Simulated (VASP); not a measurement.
# CoSi: U from linear response, part 3 of 3

Aim: the Hubbard U of CoSi from the response of a shell to a shift of its potential. The start is a cell from a database of measured crystal structures.

VASP 6.6.1, plane waves and PAW; the level of theory is named at each step.

Still holding for the runs below: The k-mesh is coarse for a metal.

So far. Step 6 (Shifted potential, relaxed density, alpha -0.1): The run ends at a pressure of -0.51 GPa, with forces up to 0.28 eV/Å. Step 7 (Shifted potential, frozen density, alpha 0.1): Energy at zero smearing: -55.49922 eV.

The database entry behind the starting cell differs from later determinations by our own check (0.1 to 0.3 % short, probably kX units), so it need not match the best structure at ambient conditions.

**8. Shifted potential, relaxed density, alpha 0.1**

Level of this step: PBE, with a shift of one shell's potential, spin-polarised from an antiferromagnetic start; plane waves and PAW (Co, Co, Si) (VASP).

File INCAR:

```
SYSTEM = CoSi
PREC = Normal
ENCUT = 350
EDIFF = 1E-06
NELM = 150
ISMEAR = 0
SIGMA = 0.05
LREAL = .FALSE.
ALGO = Normal
GGA = PE
NBANDS = 40
ISPIN = 2
MAGMOM = 2 -2 2 -2 0 0 0 0
LASPH = .TRUE.
LMAXMIX = 4
LORBIT = 11
LWAVE = .FALSE.
LCHARG = .FALSE.
KPAR = 2
AMIX = 0.2
BMIX = 1E-04
AMIX_MAG = 0.8
BMIX_MAG = 1E-04
LDAU = .TRUE.
LDAUTYPE = 3
LDAUL = 2 -1 -1
LDAUU = 0.1 0 0
LDAUJ = 0.1 0 0
```

File POSCAR:

```
CoSi
1.0
    4.4380000000      0.0000000000      0.0000000000
    0.0000000000      4.4380000000      0.0000000000
    0.0000000000      0.0000000000      4.4380000000
Co Co Si
1 3 4
Direct
    0.8600000000      0.6400000000      0.3600000000
    0.6400000000      0.3600000000      0.8600000000
    0.3600000000      0.8600000000      0.6400000000
    0.1400000000      0.1400000000      0.1400000000
    0.1570000000      0.3430000000      0.6570000000
    0.3430000000      0.6570000000      0.1570000000
    0.6570000000      0.1570000000      0.3430000000
    0.8430000000      0.8430000000      0.8430000000
```

File KPOINTS:

```
Automatic mesh
0
Gamma
4 4 4
0 0 0
```

Potentials, in the order of the species: Co, Co and Si (PBE family, release 64).

On the command line:

```sh
> mpirun -np 2 vasp_std
```

The program printed:

```text
[... set-up lines as in an earlier step ...]
 entering main loop
       N       E                     dE             d eps       ncg     rms          rms(c)
DAV:   1    -0.555007610140E+02   -0.55501E+02   -0.10572E-02  8592   0.136E+00    0.629E-01
DAV:   2    -0.555226072802E+02   -0.21846E-01   -0.11795E-01  7296   0.615E+00    0.181E+00
DAV:   3    -0.554975620731E+02    0.25045E-01   -0.73796E-02  7200   0.463E+00    0.698E-02
DAV:   4    -0.554976458654E+02   -0.83792E-04   -0.79795E-04  6280   0.169E-01    0.576E-02
DAV:   5    -0.554976305300E+02    0.15335E-04   -0.55883E-05  9848   0.980E-02    0.299E-02
DAV:   6    -0.554976281338E+02    0.23961E-05   -0.32762E-05  7328   0.859E-02    0.243E-02
DAV:   7    -0.554976243073E+02    0.38265E-05   -0.22079E-05  6976   0.793E-02    0.144E-02
DAV:   8    -0.554976229736E+02    0.13337E-05   -0.29998E-06  3184   0.304E-02    0.358E-03
DAV:   9    -0.554976227730E+02    0.20056E-06   -0.70078E-07  2920   0.921E-03
   1 F= -.55497623E+02 E0= -.55495858E+02  d E =-.352926E-02  mag=    -0.0000
```

Elapsed: 14 s, on 2 MPI ranks of Intel Xeon 6975P-C (Granite Rapids), shared host; peak memory 0.4 GiB; 27 s of CPU time.

From OUTCAR (step 8):

```text
  Total       -0.4725784     -0.4725856     -0.4725727      0.0041905      0.0041958     -0.0042129
  in kB       -8.6620868     -8.6622198     -8.6619827      0.0768095      0.0769059     -0.0772207
  external PRESSURE =      -8.6620964 kB  Pullay stress =       0.0000000 kB

 POSITION                                       TOTAL-FORCE (eV/Angst)
 -----------------------------------------------------------------------------------
      3.81668      2.84032      1.59768        -0.151318      0.151281     -0.151294
      2.84032      1.59768      3.81668         0.157960     -0.155989     -0.155761
      1.59768      3.81668      2.84032        -0.155751     -0.157975      0.156025
      0.62132      0.62132      0.62132         0.156003      0.155768      0.157933
      0.69677      1.52223      2.91577         0.006630     -0.006632      0.006614
      1.52223      2.91577      0.69677        -0.026757      0.018096      0.031312
      2.91577      0.69677      1.52223         0.031295      0.026732     -0.018066
      3.74123      3.74123      3.74123        -0.018061     -0.031280     -0.026764
 -----------------------------------------------------------------------------------
    total drift:                                0.000015     -0.000057      0.000100

  FREE ENERGIE OF THE ION-ELECTRON SYSTEM (eV)
  ---------------------------------------------------
  free  energy   TOTEN  =       -55.4976227730 eV

  energy  without entropy=      -55.4940935106  energy(sigma->0) =      -55.49585814

 magnetization (x)
# of ion       s       p       d       tot
------------------------------------------
    1       -0.000   0.000  -0.000  -0.000
    2        0.000   0.000   0.000   0.000
    3       -0.000   0.000  -0.000  -0.000
    4        0.000   0.000   0.000   0.000
    5        0.000  -0.000   0.000  -0.000
    6       -0.000   0.000   0.000   0.000
    7        0.000  -0.000   0.000  -0.000
    8       -0.000   0.000   0.000   0.000
--------------------------------------------------
tot          0.000   0.000  -0.000  -0.000

[... 2 parts as in an earlier step ...]

[... 1 further part left out ...]
[key lines of the parts left out:]
E-fermi :  12.0458
```

Energy at zero smearing: -55.49586 eV.

The run ends at a pressure of -0.87 GPa, with forces up to 0.27 eV/Å.

**9. Shifted potential, frozen density, alpha 0.2**

INCAR, as its differences from that of step 8:

```diff
@@ -26,3 +26,4 @@
 LDAUL = 2 -1 -1
-LDAUU = 0.1 0 0
-LDAUJ = 0.1 0 0
+LDAUU = 0.2 0 0
+LDAUJ = 0.2 0 0
+ICHARG = 11
```

POSCAR is that of step 8.

KPOINTS is that of step 8.

The run starts from files that an earlier step left in the folder.

On the command line:

```sh
> mpirun -np 2 vasp_std
```

The program printed:

```text
[... set-up lines as in an earlier step ...]
 entering main loop
       N       E                     dE             d eps       ncg     rms          rms(c)
DAV:   1    -0.562716478020E+02   -0.56272E+02   -0.42726E-02  8544   0.274E+00
DAV:   2    -0.562721647618E+02   -0.51696E-03   -0.51696E-03  6592   0.470E-01
DAV:   3    -0.562721672537E+02   -0.24919E-05   -0.24920E-05  7088   0.278E-02
DAV:   4    -0.562721673096E+02   -0.55879E-07   -0.55035E-07  3912   0.411E-03
   1 F= -.56272167E+02 E0= -.56270583E+02  d E =-.316785E-02  mag=    -0.0000
```

The job ended after 8.6 s (2 MPI ranks; peak memory 0.39 GiB; 16 s of CPU time).

Parts of OUTCAR (step 9):

```text
  Total        3.4442581      3.4441989      3.4442657      0.0361507      0.0361284     -0.0361341
  in kB       63.1312480     63.1301629     63.1313871      0.6626213      0.6622117     -0.6623173
  external PRESSURE =      63.1309327 kB  Pullay stress =       0.0000000 kB

 POSITION                                       TOTAL-FORCE (eV/Angst)
 -----------------------------------------------------------------------------------
      3.81668      2.84032      1.59768        -0.135498      0.135492     -0.135495
      2.84032      1.59768      3.81668         0.205279     -0.119256     -0.142898
      1.59768      3.81668      2.84032        -0.142893     -0.205282      0.119292
      0.62132      0.62132      0.62132         0.119258      0.142903      0.205252
      0.69677      1.52223      2.91577        -0.069628      0.069636     -0.069624
      1.52223      2.91577      0.69677        -0.068161      0.001689      0.093352
      2.91577      0.69677      1.52223         0.093348      0.068174     -0.001702
      3.74123      3.74123      3.74123        -0.001705     -0.093355     -0.068176
 -----------------------------------------------------------------------------------
    total drift:                               -0.025627      0.025636     -0.025633

  FREE ENERGIE OF THE ION-ELECTRON SYSTEM (eV)
  ---------------------------------------------------
  free  energy   TOTEN  =       -56.2721673096 eV

  energy  without entropy=      -56.2689994643  energy(sigma->0) =      -56.27058339

 magnetization (x)
# of ion       s       p       d       tot
------------------------------------------
    1       -0.000  -0.000   0.000   0.000
    2        0.000   0.000  -0.000  -0.000
    3       -0.000  -0.000   0.000   0.000
    4        0.000   0.000  -0.000  -0.000
    5       -0.000   0.000   0.000   0.000
    6        0.000  -0.000   0.000  -0.000
    7       -0.000   0.000   0.000   0.000
    8        0.000  -0.000   0.000  -0.000
--------------------------------------------------
tot          0.000   0.000  -0.000  -0.000

[... 2 parts as in an earlier step ...]

[... 1 further part left out ...]
[key lines of the parts left out:]
E-fermi :  12.0173
```

Energy at zero smearing: -56.27058 eV.

**10. Shifted potential, relaxed density, alpha 0.2**

INCAR, as its differences from that of step 9:

```diff
@@ -28,2 +28 @@
 LDAUJ = 0.2 0 0
-ICHARG = 11
```

POSCAR is that of step 9.

KPOINTS is that of step 9.

On the command line:

```sh
> mpirun -np 2 vasp_std
```

The program printed:

```text
[... set-up lines as in an earlier step ...]
 entering main loop
       N       E                     dE             d eps       ncg     rms          rms(c)
DAV:   1    -0.562715560407E+02   -0.56272E+02   -0.42524E-02  8552   0.273E+00    0.124E+00
DAV:   2    -0.563547475280E+02   -0.83191E-01   -0.42820E-01  7224   0.122E+01    0.355E+00
DAV:   3    -0.562588835891E+02    0.95864E-01   -0.30254E-01  7176   0.892E+00    0.148E-01
DAV:   4    -0.562592302816E+02   -0.34669E-03   -0.35494E-03  6272   0.399E-01    0.116E-01
[...]
DAV:   8    -0.562591457110E+02    0.15365E-05   -0.10324E-05  6384   0.369E-02    0.872E-03
DAV:   9    -0.562591446449E+02    0.10660E-05   -0.14520E-06  3160   0.103E-02    0.462E-03
DAV:  10    -0.562591443443E+02    0.30060E-06   -0.12625E-06  2928   0.122E-02
   1 F= -.56259144E+02 E0= -.56257379E+02  d E =-.352971E-02  mag=     0.0000
```

Elapsed: 17 s, on 2 MPI ranks; peak memory 0.39 GiB; 32 s of CPU time.

Parts of OUTCAR (step 10):

```text
  Total       -0.5996811     -0.5996284     -0.5996551      0.0086354      0.0086815     -0.0086055
  in kB      -10.9918054    -10.9908396    -10.9913296      0.1582816      0.1591273     -0.1577342
  external PRESSURE =     -10.9913249 kB  Pullay stress =       0.0000000 kB

 POSITION                                       TOTAL-FORCE (eV/Angst)
 -----------------------------------------------------------------------------------
      3.81668      2.84032      1.59768        -0.145398      0.145426     -0.145342
      2.84032      1.59768      3.81668         0.158623     -0.154884     -0.154426
      1.59768      3.81668      2.84032        -0.154331     -0.158623      0.154953
      0.62132      0.62132      0.62132         0.154948      0.154364      0.158614
      0.69677      1.52223      2.91577        -0.006302      0.006355     -0.006391
      1.52223      2.91577      0.69677        -0.033817      0.016515      0.042979
      2.91577      0.69677      1.52223         0.042865      0.033825     -0.016428
      3.74123      3.74123      3.74123        -0.016587     -0.042977     -0.033959
 -----------------------------------------------------------------------------------
    total drift:                                0.000018     -0.000064      0.000073

  FREE ENERGIE OF THE ION-ELECTRON SYSTEM (eV)
  ---------------------------------------------------
  free  energy   TOTEN  =       -56.2591443443 eV

  energy  without entropy=      -56.2556146389  energy(sigma->0) =      -56.25737949

 magnetization (x)
# of ion       s       p       d       tot
------------------------------------------
    1       -0.000  -0.000   0.000   0.000
    2        0.000   0.000  -0.000  -0.000
    3       -0.000  -0.000   0.000   0.000
    4        0.000   0.000  -0.000  -0.000
    5        0.000   0.000   0.000   0.000
    6        0.000  -0.000   0.000  -0.000
    7        0.000   0.000   0.000   0.000
    8        0.000  -0.000   0.000  -0.000
--------------------------------------------------
tot         -0.000   0.000   0.000   0.000

[... 2 parts as in an earlier step ...]

[... 1 further part left out ...]
[key lines of the parts left out:]
E-fermi :  12.0370
```

Energy at zero smearing: -56.25738 eV.

The run ends at a pressure of -1.10 GPa, with forces up to 0.27 eV/Å.

**11. Summary**

This step: linear-response U, PBE; plane waves and PAW (VASP 6.6.1).

This step runs nothing: it gathers the runs above.

This step gave:

```
bare response          : 0.8350 e/eV
screened response      : 0.1600 e/eV
U from linear response : 5.052 eV
```

The change of the charge in the shell of the shifted atom, thousandths of an electron by potential shift:

```csv
potential shift (eV),frozen density (e),relaxed density (e)
-0.200,-173,-32
-0.100,-85,-16
0.000,0,0
0.100,82,16
0.200,161,32
```

**12. Outcome**

```json
{"U from linear response": "5.05 eV", "bare response": "0.835 e/eV", "screened response": "0.160 e/eV"}
```

In words: Linear response gives U = 5.1 eV for the d shell of Co. The moments of the start collapsed, so this U belongs to a non-magnetic state, which need not be the crystal's. U = 1/χ − 1/χ₀, with χ the screened and χ₀ the bare slope of the shell's charge; in this program a positive shift raises the charge. The charges are printed to three decimals, which adds noise to both slopes. The value belongs to this projector sphere, magnetic state and cell; a small cell changes it, since the images are shifted too. The bare response exceeds the screened one, as it must for a positive U.

[Lines on the potential files, build, host, timing and source positions are cut from VASP's logs without a mark.]

[Logs are printed without paths, hosts, clocks, repeated set-up lines and the standing remarks that a program may print on its own settings, such as how far it seeks lower states.]

[Hosts, paths, dates, database ids (printed as entryN), source tags and the programs' standing remarks are cut or masked in the printed files.]

[In band tables of VASP the shares of atoms and orbitals are scaled to a sum of 1 inside the atoms' spheres.]

[Runs that stopped without an error message from VASP are left out.]
